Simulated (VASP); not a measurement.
Input of a VASP 6.6.1 run:

Contents of INCAR:

```
PREC = Accurate ; ENCUT = 520
EDIFF = 1E-6 ; ISMEAR = 0
SIGMA = 0.03 ; LREAL = False
LASPH = True ; NELM = 150
ALGO = Normal ; ISIF = 2
LWAVE = False ; LCHARG = False
METAGGA = R2SCAN ; LMIXTAU = True
NBANDS = 31 ; KPAR = 4
```

The input KPOINTS:

```
Automatic mesh
0
Gamma
  6 6 6
```

Contents of POSCAR:

```
Be3CdSe4                                
1.0
   -2.7307738369      2.7307738369      5.3728975075
    2.7307738369     -2.7307738369      5.3728975075
    2.7307738369      2.7307738369     -5.3728975075
  Be              Cd              Se            
     3     1     4
Direct
     0.7500000000000000    0.2500000000000000    0.5000000000000000
     0.2500000000000000    0.7500000000000000    0.5000000000000000
     0.0000000000000000    0.0000000000000000    1.0000000000000000
     0.5000000000000000    0.5000000000000000    1.0000000000000000
     0.0838599248530271    0.0838599248530271    0.4417224876053434
     0.9161400751469729    0.3578625627523235    0.0000000000000000
     0.6421374372476765    0.6421374372476765    0.5582775123946565
     0.3578625627523235    0.9161400751469729    0.0000000000000000
```

Potentials or basis: VASP PAW PBE potentials, release 64 (Be, Cd, Se).

Run with:

```bash
$ cat potpaw_PBE.64/Be/POTCAR potpaw_PBE.64/Cd/POTCAR potpaw_PBE.64/Se/POTCAR > POTCAR
$ mpirun -np 4 vasp_std > vasp.out
```

Q: Estimate the pressure.

A: -1.0 GPa.

Q: Estimate the band gap on the k mesh.

A: 3.16 eV, direct.

Q: What does it give for the largest force?

A: 0.107 eV/Å.

Forces on the atoms (eV/Å):
```
Be   0.000  0.000  0.000
Be   0.000  0.000  0.000
Be   0.000  0.000  0.000
Cd   0.000  0.000  0.000
Se   0.064  0.064  0.057
Se   0.064 -0.064 -0.057
Se  -0.064 -0.064  0.057
Se  -0.064  0.064 -0.057
```

Caveat: the PAW data sets were made with another functional, which shifts forces and pressure a little. A k mesh can miss the band edges.
